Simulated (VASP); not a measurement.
Data:

```yaml
crystal:
  lattice:
    - [6.17922, 0.00000, 0.00000]
    - [0.00000, 6.17922, 0.00000]
    - [0.00000, 0.00000, 6.17922]
  atoms:
    - { symbol: Cs, position: [0.00000, 0.00000, 0.00000] }
    - { symbol: Sn, position: [0.50000, 0.50000, 0.50000] }
    - { symbol: I, position: [0.50000, 0.00000, 0.50000] }
    - { symbol: I, position: [0.00000, 0.50000, 0.50000] }
    - { symbol: I, position: [0.50000, 0.50000, 0.00000] }
```

These are revTPSS meta-GGA, VASP's PBE PAW potentials (set 64) (plane waves; VASP 6.6.1) values and carry that method's errors. Numerical set-up: 520 eV cut-off, 4×4×4 Γ-centred mesh, tetrahedra with Blöchl corrections, potentials Cs_sv Sn_d I.

Unless said otherwise, spin-orbit coupling is left out, though it shifts the bands of the heavy elements here.

**Question.** Give the energies of bands 13 to 25 at the high-symmetry points, in eV from the valence-band maximum.

**Answer.** 
| band | Γ | X | M | R |
|---|---|---|---|---|
| 13 | -6.27 | -7.23 | -8.00 | -8.72 |
| 14 | -4.96 | -4.83 | -4.65 | -3.54 |
| 15 | -4.96 | -4.83 | -3.72 | -3.54 |
| 16 | -4.96 | -3.31 | -2.95 | -3.54 |
| 17 | -2.56 | -2.82 | -2.95 | -2.68 |
| 18 | -2.56 | -2.82 | -2.89 | -2.68 |
| 19 | -2.56 | -2.73 | -2.89 | -1.94 |
| 20 | -2.38 | -2.51 | -2.69 | -1.94 |
| 21 | -2.38 | -2.51 | -1.95 | -1.94 |
| 22 | -2.38 | -1.66 | -0.82 | 0.00 |
| 23 | 2.37 | 1.13 | 0.79 | 0.33 |
| 24 | 3.19 | 3.93 | 0.79 | 0.33 |
| 25 | 3.19 | 4.04 | 4.03 | 0.33 |

The gap is direct, 0.33 eV, from the valence maximum at R to the conduction minimum at R.

The compound is CsSnI3 in the cubic perovskite structure, the ideal cubic form; the compound distorts at low or room temperature. It was relaxed first.
